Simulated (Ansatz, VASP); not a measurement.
# Ca2Si: VASP beside Ansatz

Wanted: the spread between two codes on one cell, functional and k mesh. The cell is taken from a series of runs on this material, whose earlier steps may have relaxed, scaled, displaced or heated it; both programs get it as it stands.

Main program and level: Ansatz 0.2.0; plane waves, with VASP 6.6.1 beside it; zone-centre phonons at LDA.

## 1. Starting point

It takes space group Fm-3m (No. 225, cubic). Conventional cell: a = 6.932 Å, b = 6.932 Å, c = 6.932 Å, α = 90.00°, β = 90.00°, γ = 90.00°. Nearest to Ca lie 4 Si at 3.00 Å. Nearest to Si lie 8 Ca at 3.00 Å. Farther neighbours are not listed.

Structure file:

```cif
data_structure
_symmetry_space_group_name_H-M 'Fm-3m'
_symmetry_Int_Tables_number 225
_cell_length_a 6.9317
_cell_length_b 6.9317
_cell_length_c 6.9317
_cell_angle_alpha 90.000
_cell_angle_beta 90.000
_cell_angle_gamma 90.000
_cell_volume 333.06
loop_
_atom_site_label
_atom_site_type_symbol
_atom_site_symmetry_multiplicity
_atom_site_Wyckoff_symbol
_atom_site_fract_x
_atom_site_fract_y
_atom_site_fract_z
_atom_site_occupancy
Ca1 Ca 8 c 0.25000 0.25000 0.75000 1
Si1 Si 4 a 0.00000 0.00000 0.00000 1
```

## 2. Ansatz: zone-centre phonons, LDA

Ansatz runs on its default PAW (the set named soft_2) files.

Second derivatives magnify differences that forces hide, and they need a tight electronic threshold.

input.yaml

```yaml
crystal:
  lattice:
    - [0.0, 3.46585699, 3.46585699]
    - [3.46585699, 0.0, 3.46585699]
    - [3.46585699, 3.46585699, 0.0]
  atoms:
    - { symbol: Ca, position: [0.75, 0.75, 0.75] }
    - { symbol: Ca, position: [0.25, 0.25, 0.25] }
    - { symbol: Si, position: [0.0, 0.0, 0.0] }
kpoints:
  mp_grid: { grid: [8, 8, 8] }
hamiltonian:
  xc: lda
scf:
  occupations: { method: fixed }
output:
  eigenvalues: true
phonons:
  method: dfpt
  dielectric: true
  rigid_motions: translations
  qmesh: [2, 2, 2]
  temperatures: { t_max: 1000, t_step: 50 }
  qpath:
    path:
      - [[0.0, 0.0, 0.0], [0.5, 0.0, 0.5], [0.625, 0.25, 0.625]]
      - [[0.375, 0.375, 0.75], [0.0, 0.0, 0.0], [0.5, 0.5, 0.5], [0.5, 0.25, 0.75], [0.5, 0.0, 0.5]]
    npoints: 10
```

Started as:

```console
ansatz run input.yaml --threads 4 --pin off --max-ram 7168MiB --backend cpu --events-out ev --progress --plain --runs-dir out
```

Numbers of over 12 decimals in the logs are rounded to 6 here.

Output:

```text
Warning: phonons: the dynamical matrix that this run interpolates holds no multipole term above the dipole-dipole one, and a site of this crystal is no centre of inversion, so its interpolated transverse optical and acoustic branches and sound speeds can stay off near Gamma, and the density of states and the thermodynamics with them. What a run solves at a wave vector of phonons.qpoints, Gamma apart, where the deck admits one, is free of this, and under fd what a larger phonons.supercell samples
Engine: ansatz 0.2.0, aarch64-unknown-linux-gnu
Pseudopotentials: kind: paw
Pseudopotential: Ca, paw, valence charge 10, recommended cutoff 420 eV (normal), Ca.paw.azcp
Pseudopotential: Si, paw, valence charge 4, recommended cutoff 420 eV (normal), Si.paw.azcp
Functional definition: SPW92
  exchange = slater_x
  correlation = pw_c
Crystal: 3 atoms, lattice volume = 83.265 Å³
Basis set: ecut = 420 eV, 1639 PW (Γ), exchange–correlation on 72×72×72 points (8 copies of the dense FFT grid, shifted against one another)
Bands: 16, of which v1, the nominal top of the filled ones, is band 12 counted from 1 (11 counted from 0)
Symmetry: 48 space group operations
k-points: 95 of 512 (irreducible under 4 space group operations, time reversal used)
Non-local potential: Ca, projectors of the file, l = 0: 3, l = 1: 2, l = 2: 2
Non-local potential: Si, projectors of the file, l = 0: 2, l = 1: 2, l = 2: 2
PAW form: soft (Blöchl's): semilocal exchange-correlation on the pseudo side does not see the compensation charge
PAW frozen core: Ca, regenerated for the run's functional, and the local potential with it (the file was generated under x = pbe(κ = 0.804, μ = 0.219515), c = pbe(β = 0.066725))
PAW frozen core: Si, regenerated for the run's functional, and the local potential with it (the file was generated under x = pbe(κ = 0.804, μ = 0.219515), c = pbe(β = 0.066725))
PAW one-centre angular grid: Ca, 110 points (default); XC on 64 Gauss nodes
PAW one-centre angular grid: Si, 110 points (default); XC on 64 Gauss nodes
Initial density: superposition of atomic densities (neutral atoms: chi_scale 0, normalization atom), corrected by the library's trained network
Initial wavefunctions: pseudopotential atomic-orbital guess
Functional: x = slater, c = lda
SCF iter   1: F=—  HF=-4155.320283 eV  |F-HF|=—  |Δ(HF+E_count)|=         —  Δρ=4.59e-3  dr2=1.28e-2  ethr=1.77e-3  ⟨swp⟩=4.0  Hψ=7229  notcnv=0  defer=86
preconditioner: auto → none  [insulator: Δε(μ)=0.316 eV  Ē_g=4.601 eV  n_scr=14 (ndim 8)  ℏωp=11.5 eV  f_vac=0.000  ε∞_Penn≈7.3]
SCF iter   2: F=—  HF=-4155.318922 eV  |F-HF|=—  |Δ(HF+E_count)|=   1.36e-3  Δρ=2.21e-3  dr2=2.39e-3  ethr=5.33e-5  ⟨swp⟩=2.1  Hψ=2592  notcnv=0  defer=187
SCF iter   3: F=—  HF=-4155.318877 eV  |F-HF|=—  |Δ(HF+E_count)|=   4.55e-5  Δρ=3.78e-4  dr2=1.96e-4  ethr=9.94e-6  ⟨swp⟩=2.5  Hψ=1901  notcnv=0  defer=188
SCF iter   4: F=—  HF=-4155.318842 eV  |F-HF|=—  |Δ(HF+E_count)|=   3.51e-5  Δρ=9.94e-5  dr2=2.24e-5  ethr=8.15e-7  ⟨swp⟩=2.0  Hψ=1906  notcnv=0  defer=76
SCF iter   5: F=—  HF=-4155.318835 eV  |F-HF|=—  |Δ(HF+E_count)|=   7.10e-6  Δρ=1.85e-5  dr2=4.69e-7  ethr=9.32e-8  ⟨swp⟩=2.0  Hψ=1890  notcnv=0  defer=12
SCF iter   6: F=—  HF=-4155.318837 eV  |F-HF|=—  |Δ(HF+E_count)|=   2.65e-6  Δρ=1.36e-6  dr2=1.71e-9  ethr=1.95e-9  ⟨swp⟩=2.0  Hψ=1888  notcnv=0  defer=9
SCF iter   7: F=-4155.318837 eV  HF=-4155.318837 eV  |F-HF|=1.18e-11  |Δ(HF+E_count)|=   1.29e-9  Δρ=1.91e-7  dr2=2.67e-11  ethr=1.00e-12  ⟨swp⟩=9.5  Hψ=10316  notcnv=0
SCF 1 converged in 7 iterations: F = -4155.318837 eV  dr2 = 2.67e-11
  greatest PAW one-centre occupation: 0.996 electrons in one spin orbital (limit 2), on the Ca atom at site 1 (counted from 0), in its partial waves of l = 0
DFPT response loops at Γ: preconditioner auto → Resta (q_TF=auto, 2.217 Å⁻¹)  ε∞=13.1 (no band partly filled); β = 1.00, the filter's whole step (`scf.mixing.beta` (0.50) is not read by the response loops at its default; to damp them type it under 1.00, their step now; it binds the ground state too); Broyden in place of MSR1
── the response to a field inside a basis, on 10×10×10 k-points: an SCF that follows is theirs, and a resumed run solves both again ──
Bands: 13, of which v1, the nominal top of the filled ones, is band 12 counted from 1 (11 counted from 0)
k-points: 110
Initial density: handed on by an earlier stage of this run
Initial wavefunctions: pseudopotential atomic-orbital guess (no wavefunctions were taken with the density)
Eigensolver: Dense (110 Hₖ)
SCF iter   1: F=—  HF=-4155.316780 eV  |F-HF|=—  |Δ(HF+E_count)|=         —  Δρ=5.52e-5  dr2=3.82e-6  ethr=1.00e-1
preconditioner: auto → none  [insulator: Δε(μ)=0.374 eV  Ē_g=3.490 eV  n_scr=14 (ndim 8)  ℏωp=11.5 eV  f_vac=0.000  ε∞_Penn≈11.9]
SCF iter   2: F=—  HF=-4155.316779 eV  |F-HF|=—  |Δ(HF+E_count)|=   4.04e-7  Δρ=2.55e-5  dr2=4.36e-7  ethr=1.59e-8
SCF iter   3: F=-4155.316779 eV  HF=-4155.316779 eV  |F-HF|=1.74e-8  |Δ(HF+E_count)|=   1.22e-8  Δρ=1.24e-5  dr2=8.01e-8  ethr=1.82e-9
SCF 1 converged in 3 iterations: F = -4155.316779 eV  dr2 = 8.01e-8
[...]
NSCF: frozen V_eff on 29 k-points
NSCF: frozen V_eff on 300 k-points
DFPT response loops at q = (0, 0, -0.5) (fractional): preconditioner auto → Resta (q_TF=auto, 2.217 Å⁻¹)  ε∞=13.1 (no band partly filled); β = 1.00, the filter's whole step (`scf.mixing.beta` (0.50) is not read by the response loops at its default; to damp them type it under 1.00, their step now; it binds the ground state too); Broyden in place of MSR1
NSCF: frozen V_eff on 190 k-points
DFPT response loops at q = (0, -0.5, -0.5) (fractional): mixed as the last ones told, above
SCF converged after 7 iterations
Free energy (F): -4155.318837 eV
Harris-Foulkes:  -4155.318837 eV  (|F-HF|=1.18e-11)
Internal energy: -4155.318837 eV  (E = F + TS)
E sigma→0 (E₀):  -4155.318837 eV
Fermi energy:    5.744433 eV
--- Per-component energies (eV) ---
  E_band       = -294.741409
  E_kinetic    = 596.471772
  E_local      = -1632.788446  (includes V_loc(G=0)·N_el)
  E_nonlocal   = 161.761556
  E_hartree    = 551.006663
  E_xc         = -325.408872
  E_vxc        = -387.345288  (∫ρ·V_xc dr)
  E_paw        = -2118.728376  (= ΣΔE_a)
  E_vpaw       = -134.854364  (= ΣTr[D̂ρ^β])
  E_aug_tail   = -0.000004  (compensation charges beyond the density's cutoff)
  E_ewald      = -1388.283791
  E_core_change = 0.650662  (= ΣΔE_core)
  E_smearing   = -0.000000  (= −TS)
  E_closure    = 0.000000  (closes the sum)
  Σ components = -4155.318837   (vs F -4155.318837, Δ=0.00e0)
--- Band table (eV; the first three rows and the last of 95) ---
  k-point 0: bands = [... 8 lower, -1.0546, 5.1562, 5.1562, 5.1562, 7.4160, 7.4160, 7.7314, 10.8235]
  k-point 1: bands = [... 8 lower, -0.9526, 4.8308, 5.2142, 5.2142, 7.4725, 7.4725, 8.2692, 10.2788]
  k-point 2: bands = [... 8 lower, -0.6872, 4.2808, 5.3594, 5.3594, 7.6487, 7.6487, 8.9700, 9.8631]
  k-point 94: bands = [... 8 lower, -0.0025, 4.4326, 4.4326, 5.4064, 6.6994, 8.2920, 8.2920, 9.2068]
--- Phonons (Γ-DFPT): 2 representative perturbations + reference, on 95 of 512 k-points (Σ response iterations 6) ---
  k mesh reduced under 4 symmetry operations, with k and −k counted as one. Each operation leaves every solved perturbation unchanged. A smaller set is not considered because the run solves the response to a homogeneous field
  ASR residual: 2.195e-5 → 0.000e0 eV/Å²; symmetrization residual: 4.396e-6 eV/Å²
  ASR residual per site (eV/Å²): 2.19e-5 2.19e-5 1.05e-5
  Γ frequencies (cm⁻¹): 0.00 0.00 0.00 201.83 201.83 201.83 239.63 239.63 239.63
  ε∞ (high-frequency dielectric tensor):
       14.503173     0.000000     0.000000
        0.000000    14.503173     0.000000
        0.000000     0.000000    14.503173
  ε⁰ (static dielectric tensor: ions relaxed, cell fixed):
       22.130275     0.000000     0.000000
        0.000000    22.130275     0.000000
        0.000000     0.000000    22.130275
  ε⁰ − ε∞ (ionic part):
        7.627102     0.000000     0.000000
        0.000000     7.627102     0.000000
        0.000000     0.000000     7.627102
  softest optical mode at Γ: 201.83 cm⁻¹; the repairs (sum rule, projections) moved no ω² at Γ by more than (0.73 cm⁻¹)²
  Born effective charges Z* (e; rows j = field, columns β = displacement):
    site 0:
         1.96296   -0.00000   -0.00000
        -0.00000    1.96296   -0.00000
         0.00000    0.00000    1.96296
    site 1:
         1.96296    0.00000    0.00000
        -0.00000    1.96296   -0.00000
         0.00000    0.00000    1.96296
    site 2:
        -3.92592   -0.00000    0.00000
         0.00000   -3.92592    0.00000
        -0.00000   -0.00000   -3.92592
  Z* charge neutrality: 2.749e-5 e pre-enforcement
  solved inside a basis spanned on kpoints, on 10×10×10 k-points transformed towards the longest dipole: ε∞ is read to err by 4.3e-2, Z* by 1.4e-2 e (field_mesh: kpoints solves on kpoints); Z* is corrected for what the basis lacks
  optical modes at Γ without the LO–TO term, one row a degenerate level:
      ω (cm⁻¹)  modes    IR ((D/Å)²/amu)
        201.83      3             0.0000
        239.63      3            51.2918
  optical modes at Γ + LO–TO along q̂ = [1.0000, 0.0000, 0.0000]:
      ω (cm⁻¹)  modes    IR ((D/Å)²/amu)
        201.83      3             0.0000
        239.63      2            34.1946
        296.00      1            17.0973
  optical modes at Γ + LO–TO along q̂ = [0.0000, 1.0000, 0.0000]:
      ω (cm⁻¹)  modes    IR ((D/Å)²/amu)
        201.83      3             0.0000
        239.63      2            34.1946
        296.00      1            17.0973
  optical modes at Γ + LO–TO along q̂ = [0.0000, 0.0000, 1.0000]:
      ω (cm⁻¹)  modes    IR ((D/Å)²/amu)
        201.83      3             0.0000
        239.63      2            34.1946
        296.00      1            17.0973
--- Phonons (arbitrary-q DFPT): 3 irreducible q on the 2×2×2 mesh ---
  q = [0.0000, 0.0000, 0.0000] (star 1, of the zone-centre solve; hermiticity 1.86e-6, symmetrization 7.01e-8): -0.00 -0.00 0.00 201.83 201.83 201.83 239.63 239.63 239.63
  q = [0.0000, 0.0000, -0.5000] (star 4, 2 solved perturbations on 150 of 512 k-point pairs; hermiticity 7.34e-7, symmetrization 1.76e-13): 115.29 115.29 153.89 173.45 173.45 195.75 235.00 235.00 258.04
  q = [0.0000, -0.5000, -0.5000] (star 3, 4 solved perturbations in 308 linear systems a pass and spin channel, the states on 95 of 512 k-point pairs; hermiticity 4.19e-7, symmetrization 1.36e-13): 84.57 116.76 116.76 172.84 172.84 239.56 239.56 249.61 255.50
  sum rule: each row above includes the acoustic sum rule's correction from the zone centre's row sums; it moved no ω² by more than (0.39 cm⁻¹)²
  mesh force constants: q→R imaginary residual 3.84e-17; ASR residual 2.195e-5 → 0.000e0 eV/Å²; symmetrization residual 3.553e-15 eV/Å²
  interpolated dispersion: 63 rows × 9 modes
  density of states and harmonic sums: on the 16×16×16 q-mesh, interpolated from the force constants of a 2×2×2 supercell (with the dipole–dipole term)
  largest difference from the sums on the solved wave vectors: F 7.18e-2 eV, S 1.04e-4 and C_V 3.22e-5 eV/K
  zero-point energy: 0.101761 eV/cell   skipped modes (ω ≤ 0): 3   left out of the sums: 8.14e-5 of the cell's modes: C_V's classical limit lies that fraction below 3 k_B per atom; for a crystal, a wire or a layer, F and S can be off by more, and a phonons.interpolated_qmesh denser along its periods is the remedy for the sampling
```

The column dr2 measures how far the density is from self-consistency, as an energy; F and HF (Harris–Foulkes) agree once it is small.

[end of part 1 of 3]

[Lines on the potential files, build, host, timing and source positions are cut from VASP's logs without a mark.]

[Logs are printed without paths, hosts, clocks, repeated set-up lines and the standing remarks that a program may print on its own settings, such as how far it seeks lower states.]

[Hosts, paths, dates, database ids (printed as entryN), source tags and the programs' standing remarks are cut or masked in the printed files.]
